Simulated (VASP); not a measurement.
# Fe2RuO4 (Fd-3m) in VASP: single point with r2SCAN

Aim: the single point of Fe2RuO4 with r2SCAN.

All numbers are computed with VASP 6.6.1; they aren't measurements. Logs are shortened: lines on timing, memory, paths and dates and some standing lists are left out, and cuts for length are marked.

### 1 Starting point

Symmetry: Fd-3m, No. 227, cubic system. Conventional cell: a = 7.984 Å, b = 7.984 Å, c = 7.984 Å, α = 90.00°, β = 90.00°, γ = 90.00°. Around Fe (site symmetry -3m) lie 6 O at 2.05 Å. Ru (site symmetry -43m) has 4 O at 1.64 Å as nearest neighbours. Around O (site symmetry 3m) lie 1 Ru at 1.64 Å.

The cell was built by a generator and needn't be a form met in nature.

### 2 Single point, r2SCAN

Input file POSCAR:

```
Fe2RuO4
1.0
    0.0000000000      3.9921320000      3.9921320000
    3.9921320000      0.0000000000      3.9921320000
    3.9921320000      3.9921320000      0.0000000000
Fe Ru O
4 2 8
Direct
    0.5000000000      0.5000000000      0.5000000000
    0.0000000000      0.5000000000      0.5000000000
    0.5000000000      0.5000000000      0.0000000000
    0.5000000000      0.0000000000      0.5000000000
    0.1250000000      0.1250000000      0.1250000000
    0.8750000000      0.8750000000      0.8750000000
    0.2435000000      0.2435000000      0.2435000000
    0.2305000000      0.7565000000      0.7565000000
    0.2435000000      0.2435000000      0.7695000000
    0.7565000000      0.2305000000      0.7565000000
    0.7695000000      0.2435000000      0.2435000000
    0.7565000000      0.7565000000      0.7565000000
    0.2435000000      0.7695000000      0.2435000000
    0.7565000000      0.7565000000      0.2305000000
```

Input file INCAR.step1:

```
PREC     = Accurate       # precision mode
ENCUT    = 520            # plane-wave cutoff, eV
ISMEAR   = -1             # smearing method
SIGMA    = 0.0471         # smearing width, eV
LREAL    = False          # projectors in reciprocal space
LASPH    = True           # aspherical terms in the spheres
NELM     = 100            # most SCF steps
NBANDS   = 67             # bands
GGA      = PE             # functional
ALGO     = Normal         # electronic algorithm
EDIFF    = 1E-4           # SCF threshold, eV
LWAVE    = True           # write WAVECAR
LCHARG   = False          # write CHGCAR
```

Input file INCAR.step2:

```
PREC     = Accurate       # precision mode
ENCUT    = 520            # plane-wave cutoff, eV
EDIFF    = 1E-7           # SCF threshold, eV
ISMEAR   = -1             # smearing method
SIGMA    = 0.0471         # smearing width, eV
LREAL    = False          # projectors in reciprocal space
LASPH    = True           # aspherical terms in the spheres
NELM     = 100            # most SCF steps
ALGO     = Normal         # electronic algorithm
ISIF     = 2              # what is computed and relaxed
LWAVE    = False          # write WAVECAR
LCHARG   = False          # write CHGCAR
METAGGA  = R2SCAN         # meta-GGA
LMIXTAU  = True         
NBANDS   = 67             # bands
ISTART   = 1
```

Input file KPOINTS:

```
regular mesh
0
Gamma
  7 7 7
```

Potentials or basis: VASP PAW PBE potentials, release 64 (Fe, Ru_pv, O).

On the command line:

```console
$ cat potpaw_PBE.64/Fe/POTCAR potpaw_PBE.64/Ru_pv/POTCAR potpaw_PBE.64/O/POTCAR > POTCAR
$ cp INCAR.step1 INCAR
$ mpirun -np 1 vasp_std > vasp.out
$ cp INCAR.step2 INCAR
$ mpirun -np 1 vasp_std > vasp.out
```

OUTCAR:

```text
PREC = Accurate
   ENCUT = 520
   EDIFF = 1E-7
   ISMEAR = -1
   LREAL = False
   LASPH = True
   NELM = 100
   ISIF = 2
   METAGGA = R2SCAN
   ISTART = 1

 ion  position               nearest neighbor table
   1  0.500  0.500  0.500-   9 2.05  14 2.05  10 2.05  11 2.05  13 2.05   8 2.05   2 2.82   3 2.82
                             4 2.82   3 2.82   4 2.82   2 2.82
   2  0.000  0.500  0.500-   9 2.05  10 2.05  13 2.05  14 2.05   7 2.05  12 2.05   1 2.82   3 2.82
                             4 2.82   1 2.82   3 2.82   4 2.82
   3  0.500  0.500  0.000-   8 2.05  10 2.05  11 2.05  13 2.05  12 2.05   7 2.05   1 2.82   1 2.82
                             2 2.82   4 2.82   4 2.82   2 2.82
   4  0.500  0.000  0.500-   8 2.05   9 2.05  11 2.05  14 2.05  12 2.05   7 2.05   1 2.82   3 2.82
                             1 2.82   2 2.82   3 2.82   2 2.82
   5  0.125  0.125  0.125-   7 1.64   9 1.64  11 1.64  13 1.64
   6  0.875  0.875  0.875-  12 1.64  10 1.64   8 1.64  14 1.64
   7  0.243  0.243  0.243-   5 1.64   3 2.05   4 2.05   2 2.05
   8  0.230  0.757  0.757-   6 1.64   4 2.05   3 2.05   1 2.05
   9  0.243  0.243  0.770-   5 1.64   4 2.05   2 2.05   1 2.05
  10  0.757  0.230  0.757-   6 1.64   3 2.05   2 2.05   1 2.05
  11  0.770  0.243  0.243-   5 1.64   4 2.05   3 2.05   1 2.05
  12  0.757  0.757  0.757-   6 1.64   3 2.05   4 2.05   2 2.05
  13  0.243  0.770  0.243-   5 1.64   3 2.05   2 2.05   1 2.05
  14  0.757  0.757  0.230-   6 1.64   4 2.05   2 2.05   1 2.05

  LATTYP: Found a face centered cubic cell.
 ALAT       =     7.9842640000

  Lattice vectors:

 A1 = (   0.0000000000,   3.9921320000,   3.9921320000)
 A2 = (   3.9921320000,   0.0000000000,   3.9921320000)
 A3 = (   3.9921320000,   3.9921320000,   0.0000000000)

Analysis of symmetry for initial positions (statically):
=====================================================================
 Subroutine PRICEL returns:
 Original cell was already a primitive cell.

 Routine SETGRP: Setting up the symmetry group for a
 face centered cubic supercell.

 Subroutine GETGRP returns: Found 48 space group operations
 (whereof 12 operations were pure point group operations)
 out of a pool of 48 trial point group operations.

The static configuration has the point symmetry D_3d.
 The point group associated with its full space group is O_h .

Analysis of symmetry for dynamics (positions and initial velocities):
=====================================================================
 Subroutine PRICEL returns:
 Original cell was already a primitive cell.

 Routine SETGRP: Setting up the symmetry group for a
 face centered cubic supercell.

 Subroutine GETGRP returns: Found 48 space group operations
 (whereof 12 operations were pure point group operations)
 out of a pool of 48 trial point group operations.

The dynamic configuration has the point symmetry D_3d.
 The point group associated with its full space group is O_h .

 Subroutine INISYM returns: Found 48 space group operations
 (whereof 12 operations are pure point group operations),
 and found     1 'primitive' translations

----------------------------------------------------------------------------------------

                                     Primitive cell

  volume of cell :     127.2462

  direct lattice vectors                    reciprocal lattice vectors
     0.000000000  3.992132000  3.992132000    -0.125246360  0.125246360  0.125246360
     3.992132000  0.000000000  3.992132000     0.125246360 -0.125246360  0.125246360
     3.992132000  3.992132000  0.000000000     0.125246360  0.125246360 -0.125246360

  length of vectors
     5.645727217  5.645727217  5.645727217     0.216933058  0.216933058  0.216933058

  position of ions in fractional coordinates (direct lattice)
     0.500000000  0.500000000  0.500000000
     0.000000000  0.500000000  0.500000000
     0.500000000  0.500000000  0.000000000
     0.500000000  0.000000000  0.500000000
     0.125000000  0.125000000  0.125000000
     0.875000000  0.875000000  0.875000000
     0.243500000  0.243500000  0.243500000
[... 31 lines left out ...]
 generate k-points for:    7    7    7

 Generating k-lattice:

  Cartesian coordinates                     Fractional coordinates (reciprocal lattice)
    -0.017892337  0.017892337  0.017892337     0.142857143  0.000000000  0.000000000
     0.017892337 -0.017892337  0.017892337     0.000000000  0.142857143  0.000000000
     0.017892337  0.017892337 -0.017892337     0.000000000  0.000000000  0.142857143

  Length of vectors
     0.030990437  0.030990437  0.030990437

  Shift w.r.t. Gamma in fractional coordinates (k-lattice)
     0.000000000  0.000000000  0.000000000

 Subroutine IBZKPT returns following result:
 ===========================================

 Found     20 irreducible k-points:

 Following reciprocal coordinates:
            Coordinates               Weight
  0.000000  0.000000  0.000000      1.000000
  0.142857  0.000000  0.000000      8.000000
  0.285714  0.000000  0.000000      8.000000
  0.428571  0.000000  0.000000      8.000000
  0.142857  0.142857  0.000000      6.000000
  0.285714  0.142857  0.000000     24.000000
[... 12 lines left out ...]
 -0.428571  0.428571  0.142857     24.000000
 -0.285714  0.428571  0.142857     24.000000
   k-points           NKPTS =     20   k-points in BZ     NKDIM =     20   number of bands    NBANDS=     67
   number of dos      NEDOS =    301   number of ions     NIONS =     14
   total plane-waves  NPLWV =  74088
   dimension x,y,z NGX =    42 NGY =   42 NGZ =   42
   dimension x,y,z NGXF=    84 NGYF=   84 NGZF=   84
   ions per type =               4   2   8
   NGX,Y,Z   is equivalent  to a cutoff of  12.37, 12.37, 12.37 a.u.
   NGXF,Y,Z  is equivalent  to a cutoff of  24.73, 24.73, 24.73 a.u.
 SYSTEM =  unknown system
   PREC   = accura    normal or accurate (medium, high low for compatibility)
   ISTART =      1    job   : 0-new  1-cont  2-samecut
   ICHARG =      0    charge: 1-file 2-atom 10-const
   ISPIN  =      1    spin polarized calculation?
   LNONCOLLINEAR =      F non collinear calculations
   LSORBIT =      F    spin-orbit coupling
   LASPH  =      T    aspherical Exc in radial PAW
   ENCUT  =  520.0 eV  38.22 Ry    6.18 a.u.  10.50 10.50 10.50*2*pi/ulx,y,z
   NELM   =    100;   NELMIN=  2; NELMDL=  0     # of ELM steps
   EDIFF  = 0.1E-06   stopping-criterion for ELM
   LREAL  =      F    real-space projection
   EDIFFG = 0.1E-05   stopping-criterion for IOM
   NSW    =      0    number of steps for IOM
   IBRION =     -1    ionic relax: 0-MD 1-quasi-New 2-CG
   NFREE  =      0    steps in history (QN), initial steepest desc. (CG)
   ISIF   =      2    stress and relaxation
   ISYM   =      2    0-nonsym 1-usesym 2-fastsym
   POTIM  = 0.5000    time-step for ionic-motion
   TEBEG  =    0.0;   TEEND  =   0.0 temperature during run
   PSTRESS=    0.0 pullay stress
   NELECT =     108.0000    total number of electrons
   NUPDOWN=      -1.0000    fix difference up-down
   EMIN   =  10.00;   EMAX   =-10.00  energy-range for DOS
   EFERMI =   0.00;   METHOD = LEGACY
   ISMEAR =    -1;   SIGMA  =   0.05  broadening in eV -4-tet -1-fermi 0-gaus
   EFERMI_NEDOS =   21; number of points for ismear=-14 and -15
   IALGO  =     38    algorithm
   IMIX   =      4    mixing-type and parameters
     AMIX     =   0.40;   BMIX     =  1.00
     AMIX_MAG =   1.60;   BMIX_MAG =  1.00
  volume/ion in A,a.u.               =       9.09        61.34
  Fermi-wavevector in a.u.,A,eV,Ry     =   1.550010  2.929094 32.688422  2.402531
  Thomas-Fermi vector in A             =   2.654735
   LORBIT       =      0    0 simple, 1 ext, 2 COOP (PROOUT), +10 PAW based schemes
   METAGGA = R2SCAN    functional components
   LHFCALC =     F    Hartree Fock is set to
   AEXX    =    0.0000 exact exchange contribution
   IVDW    =     0    specifies the selected vdW correction
   LEPSILON=     F    determine dielectric tensor
   LRPA    =     F    only Hartree local field effects (RPA)
 non-spin polarized calculation
  energy-cutoff  :      520.00
  volume of cell :      127.25
 maximum number of plane-waves:      3479
 NGX is ok and might be reduce to    42
   NGX = 21   NGY = 21   NGZ = 21

 number of electron     108.0000009 magnetization

 Free energy of the ion-electron system (eV)
  ---------------------------------------------------
  ext. energy  EPLUGINS =         0.00000000
  ---------------------------------------------------
  free energy    TOTEN  =      -155.95502636 eV

  energy without entropy =     -155.93581482  energy(sigma->0) =     -155.94542059

 E-fermi :   8.8606     XC(G=0): -13.4492

 val. band max:        8.7595034545   @ k =   0.4286   0.2857   0.0000
 cond. band min:       8.9643969820   @ k =   0.4286   0.2857   0.0000
 fundamental gap:      0.2048935275
 Fermi energy:         8.8606441181

 k-point     1 :       0.0000    0.0000    0.0000
  band No.  band energies     occupation
      1     -38.6878      2.00000
      2     -38.6878      2.00000
      3     -38.6878      2.00000
      4     -38.6712      2.00000
      5     -38.6712      2.00000
      6     -38.6712      2.00000
[... 1369 lines left out ...]
     65      11.4979      0.00000
     66      11.6964      0.00000
 [bands above 66 left out]

------------------------ aborting loop because EDIFF is reached ----------------------------------------

  FORCE on cell =-STRESS in cart. coord.  units (eV):
  Direction    XX          YY          ZZ          XY          YZ          ZX
  --------------------------------------------------------------------------------------
  -------------------------------------------------------------------------------------
  Total       51.3810115     51.3810115     51.3810115     -0.0000000     -0.0000000      0.0000000
  in kB      646.9467831    646.9467831    646.9467831     -0.0000000     -0.0000000      0.0000000
  external PRESSURE =     646.9467831 kB  Pullay stress =       0.0000000 kB

 VOLUME and BASIS-vectors are now :
 -----------------------------------------------------------------------------
  energy-cutoff  :      520.00
  volume of cell :      127.25
      direct lattice vectors                 reciprocal lattice vectors
     0.000000000  3.992132000  3.992132000    -0.125246360  0.125246360  0.125246360
     3.992132000  0.000000000  3.992132000     0.125246360 -0.125246360  0.125246360
     3.992132000  3.992132000  0.000000000     0.125246360  0.125246360 -0.125246360

 POSITION                                       TOTAL-FORCE (eV/Angst)
 -----------------------------------------------------------------------------------
      3.99213      3.99213      3.99213         0.000000      0.000000     -0.000000
      3.99213      1.99607      1.99607         0.000000      0.000000     -0.000000
      1.99607      1.99607      3.99213         0.000000      0.000000     -0.000000
      1.99607      3.99213      1.99607         0.000000      0.000000     -0.000000
      0.99803      0.99803      0.99803         0.000000      0.000000     -0.000000
      6.98623      6.98623      6.98623         0.000000      0.000000     -0.000000
      1.94417      1.94417      1.94417         7.302457      7.302457      7.302457
      6.04010      3.94023      3.94023        -7.302457      7.302457      7.302457
      4.04403      4.04403      1.94417        -7.302457     -7.302457      7.302457
      3.94023      6.04010      3.94023         7.302457     -7.302457      7.302457
      1.94417      4.04403      4.04403         7.302457     -7.302457     -7.302457
      6.04010      6.04010      6.04010        -7.302457     -7.302457     -7.302457
      4.04403      1.94417      4.04403        -7.302457      7.302457     -7.302457
      3.94023      3.94023      6.04010         7.302457      7.302457     -7.302457
 -----------------------------------------------------------------------------------
    total drift:                                0.000000      0.000000     -0.000000

  FREE ENERGIE OF THE ION-ELECTRON SYSTEM (eV)
  ---------------------------------------------------
  free  energy   TOTEN  =      -155.9550263580 eV

  energy  without entropy=     -155.9358148241  energy(sigma->0) =     -155.94542059
```

It took 16 min on 1 thread of AMD EPYC 7R43 (Zen 3), shared host; peak memory 0.33 GiB.

Results:

```
Free energy            : -155.9550 eV
Pressure               : 64.7 GPa
Largest force          : 12.648 eV/Å
Band gap on the k mesh : 0.20 eV, direct
```

Forces in eV/Å, atoms in the order of the input:
```
Fe   0.000  0.000  0.000
Fe   0.000  0.000  0.000
Fe   0.000  0.000  0.000
Fe   0.000  0.000  0.000
Ru   0.000  0.000  0.000
Ru   0.000  0.000  0.000
O    7.302  7.302  7.302
O   -7.302  7.302  7.302
O   -7.302 -7.302  7.302
O    7.302 -7.302  7.302
O    7.302 -7.302 -7.302
O   -7.302 -7.302 -7.302
O   -7.302  7.302 -7.302
O    7.302  7.302 -7.302
```

Caveat: a pressure of tens of GPa on the cell as given is suspect, and the run, the potentials or the cell itself is likely at fault; the PAW data sets were made with another functional, which shifts forces and pressure a little; an odd mesh through Γ misses points on the zone boundary, where band edges often lie.
